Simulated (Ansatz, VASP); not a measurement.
# Cross-check of Al2O3 (Corundum) between VASP and Ansatz, part 3 of 3

One calculation is typed for both programs; each brings its own data sets. How far apart do they land? The cell is taken from a series of runs on this material, whose earlier steps may have relaxed, scaled, displaced or heated it; both programs get it as it stands.

VASP 6.6.1 and Ansatz 0.2.0.

So far: Starting point; VASP: zone-centre phonons, LDA.

## (3) Ansatz: zone-centre phonons, LDA

Level of this step: Ansatz beside VASP: Kohn-Sham DFT, plane waves, LDA (Ansatz).

Ansatz runs on its PAW soft_1 files.

The same cell, functional (in two slightly different forms) and mesh now go to Ansatz, which takes its cutoff from its data sets.

File input.yaml:

```yaml
crystal:
  lattice:
    - [2.3567184643, 1.3606520398, 4.2812920684]
    - [-2.3567184643, 1.3606520398, 4.2812920684]
    - [0.0, -2.7213040795, 4.2812920684]
  atoms:
    - { symbol: O, position: [0.5559414857, 0.9440585143, 0.25] }
    - { symbol: O, position: [0.25, 0.5559414857, 0.9440585143] }
    - { symbol: O, position: [0.9440585143, 0.25, 0.5559414857] }
    - { symbol: O, position: [0.4440585143, 0.0559414857, 0.75] }
    - { symbol: O, position: [0.75, 0.4440585143, 0.0559414857] }
    - { symbol: O, position: [0.0559414857, 0.75, 0.4440585143] }
    - { symbol: Al, position: [0.3519627903, 0.3519627903, 0.3519627903] }
    - { symbol: Al, position: [0.1480372097, 0.1480372097, 0.1480372097] }
    - { symbol: Al, position: [0.6480372097, 0.6480372097, 0.6480372097] }
    - { symbol: Al, position: [0.8519627903, 0.8519627903, 0.8519627903] }
kpoints:
  mp_grid: { grid: [6, 6, 6] }
hamiltonian:
  xc: lda
  pseudopotentials: { kind: paw, azcp: { folder: soft_1 }, xc_functional: pbe }
scf:
  occupations: { method: fixed }
output:
  eigenvalues: true
phonons:
  method: dfpt
  dielectric: true
  rigid_motions: translations
```

Run with:

```bash
$ ansatz run input.yaml --threads 8 --pin off --max-ram 20480MiB --backend cpu --events-out ev --progress --plain --runs-dir out
```

Numbers of over 12 decimals in the logs are rounded to 6 here.

Output:

```text
Engine: ansatz 0.2.0, aarch64-unknown-linux-gnu
Pseudopotentials: kind: paw
Pseudopotential: O, paw, valence charge 6, recommended cutoff 420 eV (normal), soft_1/O.paw.azcp
Pseudopotential: Al, paw, valence charge 3, recommended cutoff 420 eV (normal), soft_1/Al.paw.azcp
Functional definition: SPW92
  exchange = slater_x
  correlation = pw_c
Crystal: 10 atoms, lattice volume = 82.372 Å³
Basis set: ecut = 420 eV, 1593 PW (Γ), exchange–correlation on 72×72×72 points (8 copies of the dense FFT grid, shifted against one another)
Bands: 34, of which v1, the nominal top of the filled ones, is band 24 counted from 1 (23 counted from 0)
Symmetry: 12 space group operations
k-points: 112 of 216 (irreducible under 1 space group operation, time reversal used)
Non-local potential: O, projectors of the file, l = 0: 2, l = 1: 2, l = 2: 1
Non-local potential: Al, projectors of the file, l = 0: 2, l = 1: 2, l = 2: 1
PAW form: soft (Blöchl's): semilocal exchange-correlation on the pseudo side does not see the compensation charge
PAW frozen core: O, regenerated for the run's functional, and the local potential with it (the file was generated under x = pbe(κ = 0.804, μ = 0.219515), c = pbe(β = 0.066725))
PAW frozen core: Al, regenerated for the run's functional, and the local potential with it (the file was generated under x = pbe(κ = 0.804, μ = 0.219515), c = pbe(β = 0.066725))
PAW one-centre angular grid: O, 110 points (default); XC on 64 Gauss nodes
PAW one-centre angular grid: Al, 110 points (default); XC on 64 Gauss nodes
Initial density: superposition of atomic densities (chi_scale 0.1, normalization cell, long waves kept (reshape's long-wave potential 0.00 eV rms))
Initial wavefunctions: pseudopotential atomic-orbital guess
Functional: x = slater, c = lda
SCF iter   1: F=—  HF=-5403.644492 eV  |F-HF|=—  |Δ(HF+E_count)|=         —  Δρ=1.25e-1  dr2=1.17e1  ethr=3.10e-3  ⟨swp⟩=5.0  Hψ=14687  notcnv=0  defer=714
preconditioner: auto → Resta (q_TF=auto, 2.493 Å⁻¹)  ε∞=3.3  [insulator: Δε(μ)=7.647 eV  Ē_g=18.707 eV  n_scr=20 (ndim 8)  ℏωp=28.3 eV  f_vac=0.000  ε∞_Penn≈3.3]
SCF iter   2: F=—  HF=-5400.163910 eV  |F-HF|=—  |Δ(HF+E_count)|=    3.48e0  Δρ=4.15e-2  dr2=7.00e-1  ethr=3.10e-3  ⟨swp⟩=2.8  Hψ=8213  notcnv=0  defer=802
SCF iter   3: F=—  HF=-5399.947316 eV  |F-HF|=—  |Δ(HF+E_count)|=   2.17e-1  Δρ=2.04e-2  dr2=1.92e-1  ethr=1.46e-3  ⟨swp⟩=1.3  Hψ=3443  notcnv=0  defer=801
SCF iter   4: F=—  HF=-5399.884598 eV  |F-HF|=—  |Δ(HF+E_count)|=   6.27e-2  Δρ=1.32e-3  dr2=7.38e-4  ethr=4.00e-4  ⟨swp⟩=2.8  Hψ=5054  notcnv=0  defer=893
SCF iter   5: F=—  HF=-5399.884684 eV  |F-HF|=—  |Δ(HF+E_count)|=   8.57e-5  Δρ=1.33e-4  dr2=2.03e-5  ethr=1.54e-6  ⟨swp⟩=2.4  Hψ=5882  notcnv=0  defer=896
SCF iter   6: F=—  HF=-5399.884684 eV  |F-HF|=—  |Δ(HF+E_count)|=   2.53e-7  Δρ=3.30e-5  dr2=8.94e-7  ethr=4.24e-8  ⟨swp⟩=2.3  Hψ=6109  notcnv=0  defer=749
SCF iter   7: F=—  HF=-5399.884684 eV  |F-HF|=—  |Δ(HF+E_count)|=   4.94e-7  Δρ=4.05e-6  dr2=9.86e-9  ethr=1.86e-9  ⟨swp⟩=2.0  Hψ=6499  notcnv=0  defer=576
SCF iter   8: F=—  HF=-5399.884684 eV  |F-HF|=—  |Δ(HF+E_count)|=   1.16e-9  Δρ=5.64e-7  dr2=1.31e-10  ethr=2.05e-11  ⟨swp⟩=2.0  Hψ=5738  notcnv=0  defer=576
SCF iter   9: F=-5399.884684 eV  HF=-5399.884684 eV  |F-HF|=0.00e0  |Δ(HF+E_count)|=  1.82e-12  Δρ=5.70e-8  dr2=1.82e-12  ethr=1.00e-12  ⟨swp⟩=14.8  Hψ=25715  notcnv=0
SCF 1 converged in 9 iterations: F = -5399.884684 eV  dr2 = 1.82e-12
  greatest PAW one-centre occupation: 0.853 electrons in one spin orbital (limit 2), on the O atom at site 4 (counted from 0), in its partial waves of l = 0
NSCF: frozen V_eff on 6 k-points
DFPT response loops at Γ: preconditioner auto → none (the input reference at scf.mixing.eps_inf says where Resta's filter doesn't serve); β = 0.50; Broyden in place of MSR1
SCF converged after 9 iterations
Free energy (F): -5399.884684 eV
Harris-Foulkes:  -5399.884684 eV  (|F-HF|=0.00e0)
Internal energy: -5399.884684 eV  (E = F + TS)
E sigma→0 (E₀):  -5399.884684 eV
Fermi energy:    7.767364 eV
--- Per-component energies (eV) ---
  E_band       = 65.584636
  E_kinetic    = 1140.474725
  E_local      = -1932.840723  (includes V_loc(G=0)·N_el)
  E_nonlocal   = 367.671350
  E_hartree    = 728.669462
  E_xc         = -585.191750
  E_vxc        = -678.271984  (∫ρ·V_xc dr)
  E_paw        = -2697.163802  (= ΣΔE_a)
  E_vpaw       = -288.792526  (= ΣTr[D̂ρ^β])
  E_aug_tail   = 0.004904  (compensation charges beyond the density's cutoff)
  E_ewald      = -2422.313246
  E_core_change = 0.804395  (= ΣΔE_core)
  E_smearing   = -0.000000  (= −TS)
  E_closure    = 0.000000  (closes the sum)
  Σ components = -5399.884684   (vs F -5399.884684, Δ=0.00e0)
--- Band table (eV; the first three rows and the last of 112) ---
  k-point 0: bands = [... 20 lower, 7.2276, 7.7185, 7.7185, 7.7674, 14.3306, 16.9635, 18.7147, 19.4319, ... 6 higher]
  k-point 1: bands = [... 20 lower, 7.0301, 7.4012, 7.6746, 7.7104, 14.9429, 17.4750, 18.2721, 18.9653, ... 6 higher]
  k-point 2: bands = [... 20 lower, 6.8671, 7.1846, 7.5158, 7.5646, 16.2183, 17.7287, 17.9612, 18.4900, ... 6 higher]
  k-point 111: bands = [... 20 lower, 7.3594, 7.3594, 7.3594, 7.3594, 16.6440, 16.6440, 18.8908, 18.8908, ... 6 higher]
--- Phonons (Γ-DFPT): 5 representative perturbations + reference, on 112 of 216 k-points (Σ response iterations 15) ---
  k mesh reduced under 1 symmetry operation, with k and −k counted as one. Each operation leaves every solved perturbation unchanged. A smaller set is not considered because the run solves the response to a homogeneous field
  ASR residual: 2.723e-5 → 0.000e0 eV/Å²; symmetrization residual: 2.491e-5 eV/Å²
  ASR residual per site (eV/Å²): 2.67e-5 2.08e-5 2.08e-5 2.67e-5 2.08e-5 2.08e-5 2.72e-5 2.72e-5 2.72e-5 2.72e-5
  Γ frequencies (cm⁻¹): 0.00 0.00 0.00 315.67 376.45 376.45 395.19 395.19 400.01 423.42 441.10 441.10 443.78 443.78 450.77 450.77 531.90 584.00 584.00 587.48 587.48 599.57 609.45 641.61 641.61 652.88 698.26 760.29 763.05 763.05
  ε∞ (high-frequency dielectric tensor):
        3.235679     0.000000    -0.000000
        0.000000     3.235679    -0.000000
        0.000000    -0.000000     3.195162
  ε⁰ (static dielectric tensor: ions relaxed, cell fixed):
        9.112184     0.000000    -0.000000
        0.000000     9.112184     0.000000
       -0.000000     0.000000    10.975051
  ε⁰ − ε∞ (ionic part):
        5.876505     0.000000    -0.000000
        0.000000     5.876505     0.000000
       -0.000000     0.000000     7.779889
  softest optical mode at Γ: 315.67 cm⁻¹; the repairs (sum rule, projections) moved no ω² at Γ by more than (3.69 cm⁻¹)²
  Born effective charges Z* (e; rows j = field, columns β = displacement):
    site 0:
        -2.07187   -0.00000   -0.00000
         0.00000   -1.87217    0.25766
         0.00000    0.34794   -1.94998
    site 1:
        -1.92209    0.08647   -0.22314
         0.08647   -2.02195   -0.12883
        -0.30133   -0.17397   -1.94998
    site 2:
        -1.92209   -0.08647    0.22314
        -0.08647   -2.02195   -0.12883
         0.30133   -0.17397   -1.94998
    site 3:
        -2.07187   -0.00000   -0.00000
         0.00000   -1.87217    0.25766
         0.00000    0.34794   -1.94998
    site 4:
        -1.92209    0.08647   -0.22314
         0.08647   -2.02195   -0.12883
        -0.30133   -0.17397   -1.94998
    site 5:
[...]
site 6:
[...]
site 7:
[...]
site 8:
[...]
site 9:
[...]
Z* charge neutrality: 5.959e-6 e pre-enforcement
  k-mesh period / interband length: 28.3 Å / 1.21 Å = 23.40 at k = (0.0000, 0.0000, 0.0000), direct gap 6.563 eV — 14 or more, which is no proof of convergence
  optical modes at Γ without the LO–TO term, one row a degenerate level:
      ω (cm⁻¹)  modes    IR ((D/Å)²/amu)
[...]
optical modes at Γ + LO–TO along q̂ = [1.0000, 0.0000, 0.0000]:
      ω (cm⁻¹)  modes    IR ((D/Å)²/amu)
[...]
optical modes at Γ + LO–TO along q̂ = [0.0000, 1.0000, 0.0000]:
      ω (cm⁻¹)  modes    IR ((D/Å)²/amu)
[...]
optical modes at Γ + LO–TO along q̂ = [0.0000, 0.0000, 1.0000]:
      ω (cm⁻¹)  modes    IR ((D/Å)²/amu)
[...]
587.48      2            79.1042
        609.45      1             0.0000
        641.61      2            10.5074
        652.88      1             0.0000
        698.26      1             0.0000
        760.29      1             0.0000
        763.05      2             0.0000
        881.84      1            60.8709
```

## (4) Side by side

Known differences besides the potentials themselves: fixed occupations in Ansatz, narrow Gaussian smearing in VASP; the cutoff is 420 eV in Ansatz and 600 eV in VASP; VASP's log shows a relativistic correction to its local exchange, Ansatz's none. Total energies have different zeros and are not compared.

Compared:

```
                                     quantity  Ansatz   VASP  difference
                                        ε∞ xx    3.24   3.22     +0.59 %
                                        ε∞ yy    3.24   3.22     +0.59 %
                                        ε∞ zz    3.20   3.18     +0.60 %
 Born charge of O1 (mean of the diagonal) (e)   -1.96  -1.95       -0.01
Born charge of Al7 (mean of the diagonal) (e)    2.95   2.93       +0.02
                        optical mode 1 (cm⁻¹)   315.7  319.8     -1.30 %
                   optical mode 2 to 3 (cm⁻¹)   376.4  378.5     -0.53 %
                   optical mode 4 to 5 (cm⁻¹)   395.2  398.3     -0.78 %
                        optical mode 6 (cm⁻¹)   400.0  402.8     -0.70 %
                        optical mode 7 (cm⁻¹)   423.4  426.4     -0.70 %
                   optical mode 8 to 9 (cm⁻¹)   441.1  445.1     -0.89 %
                 optical mode 10 to 11 (cm⁻¹)   443.8  447.6     -0.86 %
                 optical mode 12 to 13 (cm⁻¹)   450.8  454.6     -0.84 %
                       optical mode 14 (cm⁻¹)   531.9  534.7     -0.52 %
                 optical mode 15 to 16 (cm⁻¹)   584.0  587.3     -0.56 %
                 optical mode 17 to 18 (cm⁻¹)   587.5  594.5     -1.18 %
                       optical mode 19 (cm⁻¹)   599.6  607.8     -1.35 %
                       optical mode 20 (cm⁻¹)   609.5  611.2     -0.29 %
                 optical mode 21 to 22 (cm⁻¹)   641.6  648.4     -1.04 %
                       optical mode 23 (cm⁻¹)   652.9  658.7     -0.88 %
                       optical mode 24 (cm⁻¹)   698.3  701.6     -0.48 %
                       optical mode 25 (cm⁻¹)   760.3  765.8     -0.72 %
                 optical mode 26 to 27 (cm⁻¹)   763.0  770.7     -1.00 %
```

Modes are paired by rising frequency, not by their patterns, so a pair may set unlike modes beside each other; they are those without the splitting of longitudinal modes.

## (5) What came out

```
r.m.s. difference of the optical zone-centre modes, each program's sorted by frequency (zone-centre phonons, LDA) : 4.9 cm⁻¹
difference in optical mode 19 (zone-centre phonons, LDA)                                                          : -1.4 %
```

**Reading.** The r.m.s. difference of the optical zone-centre modes, each program's sorted by frequency is 4.9 cm⁻¹ (zone-centre phonons, LDA). Among the rows given in per cent, the largest difference of the zone-centre phonons, LDA pair is in optical mode 19, -1.4 %. How closely two codes agree says nothing of how well the functional describes the real material.

[Lines on the potential files, build, host, timing and source positions are cut from VASP's logs without a mark.]

[Logs are printed without paths, hosts, clocks, repeated set-up lines and the standing remarks that a program may print on its own settings, such as how far it seeks lower states.]

[Hosts, paths, dates, database ids (printed as entryN), source tags and the programs' standing remarks are cut or masked in the printed files.]
